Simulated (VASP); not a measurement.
Input:

```
AsB
1.0
    0.00000     2.42360     2.42360
    2.42360     0.00000     2.42360
    2.42360     2.42360     0.00000
B As
1 1
Direct
  0.00000   0.00000   0.00000
  0.25000   0.25000   0.25000
```

These are RPBE GGA, VASP's PBE PAW potentials (set 64) (plane waves; VASP) values and carry that method's errors. Numerical set-up: 520 eV cut-off, 11×11×11 Γ-centred mesh, tetrahedra with Blöchl corrections, potentials B As.

Task: The job: BAs (zinc blende), 2 atoms, RPBE, static run, 520 eV, 11×11×11 Γ-centred mesh. Roughly how much core time does it take on a busy server core?

Result: About 10 core-seconds (one run on a shared machine, a rough figure). It had 56 irreducible k-points, 8 bands, up to 785 plane waves and 13 electronic steps.

The compound is BAs in the zinc blende structure. It was relaxed first.
